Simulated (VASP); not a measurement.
# Li3Sc (P6_3/mmc) in VASP: reference runs, part 2 of 2

VASP 6.6.1.

### Step 3. Single point, PBE (atoms moved at random, drawn with an rms of 0.05 Å)

INCAR reads:

```
SYSTEM = Li3Sc
  ALGO = Normal
  EDIFF = 1E-7
  ENCUT = 520
  GGA = PE
  ISIF = 2
  ISMEAR = -1
  LASPH = .TRUE.
  LCHARG = .TRUE.
  LELF = .TRUE.
  LREAL = .FALSE.
  LVHAR = .TRUE.
  LWAVE = .FALSE.
  NBANDS = 30
  NELM = 60
  PREC = Accurate
  SIGMA = 0.05
```

KPOINTS reads:

```
k-points
0
G
  5 5 6
  0 0 0
```

POSCAR reads:

```
Li3Sc
1.0
    6.2314559140      0.0000000000      0.0000000000
   -3.1157279570      5.3965991241      0.0000000000
    0.0000000000      0.0000000000      4.9326660000
Sc Li
2 6
Direct
    0.3323200000      0.6658990000      0.7483600000
    0.6662530000      0.3309150000      0.2475810000
    0.1643830000      0.3237600000      0.2591820000
    0.1676620000      0.8496560000      0.2535830000
    0.6760070000      0.8331140000      0.2489480000
    0.8416130000      0.6812000000      0.7431680000
    0.8430950000      0.1635680000      0.7482220000
    0.3191490000      0.1585190000      0.7494260000
```

Potentials or basis: VASP PAW PBE potentials, release 64 (Sc_sv, Li_sv).

Run with:

```
> cat potpaw_PBE.64/Sc_sv/POTCAR potpaw_PBE.64/Li_sv/POTCAR > POTCAR
> mpirun -np 1 vasp_std > vasp.out
```

OUTCAR:

```text
SYSTEM = Li3Sc
   EDIFF = 1E-7
   ENCUT = 520
   GGA = PE
   ISIF = 2
   ISMEAR = -1
   LASPH = .TRUE.
   LREAL = .FALSE.
   NELM = 60
   PREC = Accurate

 ion  position               nearest neighbor table
   1  0.332  0.666  0.748-
   2  0.666  0.331  0.248-
   3  0.164  0.324  0.259-
   4  0.168  0.850  0.254-
   5  0.676  0.833  0.249-
   6  0.842  0.681  0.743-
   7  0.843  0.164  0.748-
   8  0.319  0.159  0.749-

  LATTYP: Found a hexagonal cell.
 ALAT       =     6.2314559140
 C/A-ratio  =     0.7915752062

  Lattice vectors:

 A1 = (   6.2314559140,   0.0000000000,   0.0000000000)
 A2 = (  -3.1157279570,   5.3965991241,   0.0000000000)
 A3 = (   0.0000000000,   0.0000000000,   4.9326660000)

Analysis of symmetry for initial positions (statically):
=====================================================================
 Subroutine PRICEL returns:
 Original cell was already a primitive cell.

 Routine SETGRP: Setting up the symmetry group for a
 hexagonal supercell.

 Subroutine GETGRP returns: Found  1 space group operations
 (whereof  1 operations were pure point group operations)
 out of a pool of 24 trial point group operations.

The static configuration has the point symmetry C_1 .

Analysis of symmetry for dynamics (positions and initial velocities):
=====================================================================
 Subroutine PRICEL returns:
 Original cell was already a primitive cell.

 Routine SETGRP: Setting up the symmetry group for a
 hexagonal supercell.

 Subroutine GETGRP returns: Found  1 space group operations
 (whereof  1 operations were pure point group operations)
 out of a pool of 24 trial point group operations.

The dynamic configuration has the point symmetry C_1 .

 Subroutine INISYM returns: Found  1 space group operations
 (whereof  1 operations are pure point group operations),
 and found     1 'primitive' translations

----------------------------------------------------------------------------------------

                                     Primitive cell

  volume of cell :     165.8790

  direct lattice vectors                    reciprocal lattice vectors
     6.231455914  0.000000000  0.000000000     0.160476141  0.092650943  0.000000000
    -3.115727957  5.396599124  0.000000000     0.000000000  0.185301887  0.000000000
     0.000000000  0.000000000  4.932666000     0.000000000  0.000000000  0.202730126

  length of vectors
     6.231455914  6.231455914  4.932666000     0.185301887  0.185301887  0.202730126

  position of ions in fractional coordinates (direct lattice)
     0.332320000  0.665899000  0.748360000
     0.666253000  0.330915000  0.247581000
     0.164383000  0.323760000  0.259182000
     0.167662000  0.849656000  0.253583000
     0.676007000  0.833114000  0.248948000
     0.841613000  0.681200000  0.743168000
     0.843095000  0.163568000  0.748222000
     0.319149000  0.158519000  0.749426000

  ion indices of the primitive-cell ions
   primitive index   ion index
                 1           1
                 2           2
                 3           3
                 4           4
                 5           5
                 6           6
                 7           7
                 8           8
[... 32 lines left out ...]
 -0.200000  0.200000  0.000000      2.000000
  0.400000 -0.000000  0.000000      2.000000
  0.000000  0.400000  0.000000      2.000000
[... 16 lines left out ...]
 -0.400000  0.400000  0.166667      2.000000
 -0.400000  0.000000  0.166667      2.000000
 [... further k-points ...]
   k-points           NKPTS =     76   k-points in BZ     NKDIM =     76   number of bands    NBANDS=     30
   number of dos      NEDOS =    301   number of ions     NIONS =      8
   total plane-waves  NPLWV =  92160
   dimension x,y,z NGX =    48 NGY =   48 NGZ =   40
   dimension x,y,z NGXF=    96 NGYF=   96 NGZF=   80
   ions per type =               2   6
   NGX,Y,Z   is equivalent  to a cutoff of  12.81, 12.81, 13.48 a.u.
   NGXF,Y,Z  is equivalent  to a cutoff of  25.61, 25.61, 26.96 a.u.
 SYSTEM =  Li3Sc
   PREC   = accura    normal or accurate (medium, high low for compatibility)
   ISTART =      0    job   : 0-new  1-cont  2-samecut
   ICHARG =      2    charge: 1-file 2-atom 10-const
   ISPIN  =      1    spin polarized calculation?
   LNONCOLLINEAR =      F non collinear calculations
   LSORBIT =      F    spin-orbit coupling
   LASPH  =      T    aspherical Exc in radial PAW
   ENCUT  =  520.0 eV  38.22 Ry    6.18 a.u.  11.59 11.59  9.17*2*pi/ulx,y,z
   NELM   =     60;   NELMIN=  2; NELMDL= -5     # of ELM steps
   EDIFF  = 0.1E-06   stopping-criterion for ELM
   LREAL  =      F    real-space projection
   EDIFFG = 0.1E-05   stopping-criterion for IOM
   NSW    =      0    number of steps for IOM
   IBRION =     -1    ionic relax: 0-MD 1-quasi-New 2-CG
   NFREE  =      0    steps in history (QN), initial steepest desc. (CG)
   ISIF   =      2    stress and relaxation
   ISYM   =      2    0-nonsym 1-usesym 2-fastsym
   POTIM  = 0.5000    time-step for ionic-motion
   TEBEG  =    0.0;   TEEND  =   0.0 temperature during run
   PSTRESS=    0.0 pullay stress
   NELECT =      40.0000    total number of electrons
   NUPDOWN=      -1.0000    fix difference up-down
   EMIN   =  10.00;   EMAX   =-10.00  energy-range for DOS
   EFERMI =   0.00;   METHOD = LEGACY
   ISMEAR =    -1;   SIGMA  =   0.05  broadening in eV -4-tet -1-fermi 0-gaus
   EFERMI_NEDOS =   21; number of points for ismear=-14 and -15
   IALGO  =     38    algorithm
   IMIX   =      4    mixing-type and parameters
     AMIX     =   0.40;   BMIX     =  1.00
     AMIX_MAG =   1.60;   BMIX_MAG =  1.00
  volume/ion in A,a.u.               =      20.73       139.93
  Fermi-wavevector in a.u.,A,eV,Ry     =   1.018977  1.925587 14.127120  1.038314
  Thomas-Fermi vector in A             =   2.152465
   LORBIT       =      0    0 simple, 1 ext, 2 COOP (PROOUT), +10 PAW based schemes
   GGA     = PE    functional components
   LHFCALC =     F    Hartree Fock is set to
   AEXX    =    0.0000 exact exchange contribution
   IVDW    =     0    specifies the selected vdW correction
   LEPSILON=     F    determine dielectric tensor
   LRPA    =     F    only Hartree local field effects (RPA)
 non-spin polarized calculation
  energy-cutoff  :      520.00
  volume of cell :      165.88
 maximum number of plane-waves:      4554
 NGX is ok and might be reduce to    48
   NGX = 23   NGY = 23   NGZ = 19

 number of electron      40.0000004 magnetization

 Free energy of the ion-electron system (eV)
  ---------------------------------------------------
  ext. energy  EPLUGINS =         0.00000000
  ---------------------------------------------------
  free energy    TOTEN  =       -22.21286421 eV

  energy without entropy =      -22.12801911  energy(sigma->0) =      -22.17044166

 E-fermi :   1.5561     XC(G=0):  -8.0212

 val. band max:        1.5554252280   @ k =   0.2000  -0.0000   0.0000
 cond. band min:       1.5640704465   @ k =   0.4000  -0.0000   0.3333
 fundamental gap:      0.0086452185
 Fermi energy:         1.5561398953

 k-point     1 :       0.0000    0.0000    0.0000
  band No.  band energies     occupation
      1     -48.8503      2.00000
      2     -48.8431      2.00000
      3     -44.3462      2.00000
      4     -44.3331      2.00000
      5     -44.3275      2.00000
      6     -44.3241      2.00000
[... 781 lines left out ...]
     29       3.5557      0.00000
     30       4.1493      0.00000

 [... further k-points ...]

------------------------ aborting loop because EDIFF is reached ----------------------------------------

  FORCE on cell =-STRESS in cart. coord.  units (eV):
  Direction    XX          YY          ZZ          XY          YZ          ZX
  --------------------------------------------------------------------------------------
  -------------------------------------------------------------------------------------
  Total       -0.1157792     -0.1084723      0.0596696     -0.0040801      0.0682587      0.0236168
  in kB       -1.1182779     -1.0477025      0.5763315     -0.0394090      0.6592909      0.2281082
  external PRESSURE =      -0.5298830 kB  Pullay stress =       0.0000000 kB

 VOLUME and BASIS-vectors are now :
 -----------------------------------------------------------------------------
  energy-cutoff  :      520.00
  volume of cell :      165.88
      direct lattice vectors                 reciprocal lattice vectors
     6.231455914  0.000000000  0.000000000     0.160476141  0.092650943  0.000000000
    -3.115727957  5.396599124  0.000000000     0.000000000  0.185301887  0.000000000
     0.000000000  0.000000000  4.932666000     0.000000000  0.000000000  0.202730126

 POSITION                                       TOTAL-FORCE (eV/Angst)
 -----------------------------------------------------------------------------------
     -0.00392      3.59359      3.69141         0.020586      0.042823      0.082039
      3.12069      1.78582      1.22123         0.075191      0.064215      0.003362
      0.01560      1.74720      1.27846        -0.036845      0.023284     -0.098465
     -1.60252      4.58525      1.25084        -0.014678     -0.141593     -0.059712
      1.61675      4.49598      1.22798        -0.025468      0.047471     -0.019591
      3.12204      3.67616      3.66580        -0.011800     -0.061933      0.045919
      4.74408      0.88271      3.69073        -0.059245     -0.044546      0.019180
      1.49486      0.85546      3.69667         0.052260      0.070278      0.027269
 -----------------------------------------------------------------------------------
    total drift:                               -0.000502     -0.000039      0.000100

  FREE ENERGIE OF THE ION-ELECTRON SYSTEM (eV)
  ---------------------------------------------------
  free  energy   TOTEN  =       -22.2128642067 eV

  energy  without entropy=      -22.1280191078  energy(sigma->0) =      -22.17044166
```

Wall time 12 min (1 thread of AMD EPYC 7R43 (Zen 3), shared host); peak memory 0.43 GiB.

Results:

| Quantity | Value |
| --- | --- |
| Free energy | -22.2129 eV |
| Largest force | 0.154 eV/Å |
| Band gap on the k mesh | none (metal or under the smearing width) |

Forces on the atoms (eV/Å):
```
Sc   0.021  0.043  0.082
Sc   0.075  0.064  0.003
Li  -0.037  0.023 -0.098
Li  -0.015 -0.142 -0.060
Li  -0.025  0.047 -0.020
Li  -0.012 -0.062  0.046
Li  -0.059 -0.045  0.019
Li   0.052  0.070  0.027
```

Caveat: the cutoff is under 1.25 times the usual one of these potentials, so pressure, stress and relaxed cells hold a basis-set (Pulay) error.
